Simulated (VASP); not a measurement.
GaP, 2 atoms in the cell. The structure is cubic, space group F-43m (No. 216). The conventional cell has a = 5.451 Å, b = 5.451 Å, c = 5.451 Å, α = 90.00°, β = 90.00°, γ = 90.00°. Around Ga (site symmetry -43m) lie 4 P at 2.36 Å. P (site symmetry -43m) has 4 Ga at 2.36 Å as nearest neighbours. The cell was built by a generator and needn't be a form met in nature.

```yaml
Program: VASP 6.6.1
Task: phonons
Functional: r2SCAN
Potentials_or_basis: VASP PAW PBE potentials, release 64 (Ga_d, P)
Cutoff: 520 eV
k_mesh: 8 × 8 × 8
Occupations: gaussian, width 0.01 eV
Spin: no spin polarisation
Dipole_correction: no
Further_INCAR_settings: ALGO = Normal; EDIFF = 1e-08; IBRION = 6; POTIM = 0.015; NSW = 1
```

Potentials or basis: VASP PAW PBE potentials, release 64 (Ga_d, P).

Run with:

```sh
$ cat potpaw_PBE.64/Ga_d/POTCAR potpaw_PBE.64/P/POTCAR > POTCAR
$ mpirun -np 1 vasp_std > vasp.out
```

Hardware: 1 thread of Intel(R) Xeon(R) Platinum 8259CL CPU @ 2.50GHz (Skylake/Cascade Lake), on a shared host.

Task: Estimate the wall time of this run.

Result: Wall time 19 min on 1 thread of Intel(R) Xeon(R) Platinum 8259CL CPU @ 2.50GHz (Skylake/Cascade Lake) (shared host), peak memory 0.23 GiB. Counts: scf iterations 77, k points 29.
